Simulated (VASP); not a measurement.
A VASP calculation is set up with these files.

File KPOINTS:
```
Regular mesh
0
G
 6 6 6
0 0 0
```

### INCAR
```
LMAXMIX  =  4   ! l cut-off of mixed one-centre charges
LASPH  =  .True.
NEDOS  =  601
ALGO  =  Normal   ! blocked Davidson
LREAL  =  .False.
ISIF  =  2
GGA  =  PE
LEFG  =  .True.
NELM  =  100   ! most electronic steps
LCHARG  =  .True.
LWAVE  =  .False.
EDIFF  =  1E-7   ! SCF stop (eV)
IVDW  =  13
ISMEAR  =  -5
SYSTEM  =  SrTiO3
ENCUT  =  520
LORBIT  =  11
PREC  =  Accurate
```

**POSCAR**
```
SrTiO3
3.9203980
  0.9999999294   0.0000000000   0.0000000000
  0.0000000000   0.9999999294   0.0000000000
  0.0000000000   0.0000000000   0.9999999294
Sr Ti O
1 1 3
direct
  0.0000000000   0.0000000000   0.0000000000
  0.5000000000   0.5000000000   0.5000000000
  0.5000000000   0.0000000000   0.5000000000
  0.0000000000   0.5000000000   0.5000000000
  0.5000000000   0.5000000000   0.0000000000
```

POTCAR, in this order: Sr_sv Ti_sv O (PBE.64 set). Program: vasp_std.

Write an equivalent input for Ansatz.

One equivalent input (not run):
Ansatz 0.2 input:
```yaml
crystal:
  lattice:
    - [3.9203977, 0.0000000, 0.0000000]
    - [0.0000000, 3.9203977, 0.0000000]
    - [0.0000000, 0.0000000, 3.9203977]
  atoms:
    - { symbol: Sr, position: [0.0000000, 0.0000000, 0.0000000] }
    - { symbol: Ti, position: [0.5000000, 0.5000000, 0.5000000] }
    - { symbol: O, position: [0.5000000, 0.0000000, 0.5000000] }
    - { symbol: O, position: [0.0000000, 0.5000000, 0.5000000] }
    - { symbol: O, position: [0.5000000, 0.5000000, 0.0000000] }
kpoints:
  mp_grid: { grid: [6, 6, 6] }
hamiltonian:
  xc: pbe
  dispersion: d4
  pseudopotentials: { kind: paw }
scf:
  occupations: { method: tetrahedron }
  max_iter: 100
output: { forces: true, stress: true, eigenvalues: true }
```
What does not carry over: each code has its own PAW files, so the cut-off isn't converted (ENCUT is set for VASP's; basis.ecutwfc is left out, and Ansatz then takes the one that its files recommend); Ansatz stops its SCF on the density residual and VASP on the energy change (EDIFF); the field gradients of LEFG aren't asked of the other code.

The compound is SrTiO3 in the cubic perovskite structure, the ideal cubic form; the compound distorts at low or room temperature. It was relaxed first.
